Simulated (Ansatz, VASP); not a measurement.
# Tl2Pb in VASP and in Ansatz

```xyz
3
Lattice="0.0000 3.7947 3.7947 3.7947 0.0000 3.7947 3.7947 3.7947 0.0000" Properties=species:S:1:pos:R:3 pbc="T T T"
Tl    1.8973    1.8973    1.8973
Tl    5.6920    5.6920    5.6920
Pb    0.0000    0.0000    0.0000
```

Change from the starting cell: species swapped into the Mg2Ge type (Fm-3m, No. 225).

Alike in both runs: task relaxation of cell and atoms; functional PBE; k mesh 10 × 10 × 10; occupations gaussian, width 0.1 eV; no spin polarisation.

|  | VASP | Ansatz |
| --- | --- | --- |
| version | VASP 6.6.1 | Ansatz 0.2.0 |
| potentials or method | VASP PAW PBE potentials, release 64 (Tl_d, Pb_d) | scalar-relativistic, plane waves, PAW |
| plane-wave cutoff (eV) | 600 | 420 |
| valence electrons in the cell | 40 | 40 |

|  | VASP | Ansatz | Ansatz less VASP |
| --- | --- | --- | --- |
| gap on the k mesh at the Fermi level, each at its own relaxed structure (eV) | none | none | - |
| relaxed volume (Å³/atom) | 36.43 | 36.43 | 0.000 |
| relaxed cell length with the largest relative difference (Å) | 5.366 | 5.366 | 0.0000 |

A gap of «none» marks a metal or a gap that the smearing closes.

Caveats: the relaxation stopped at its first step, so nothing moved. Spin-orbit coupling is left out, which matters for the levels of Pb, Tl.
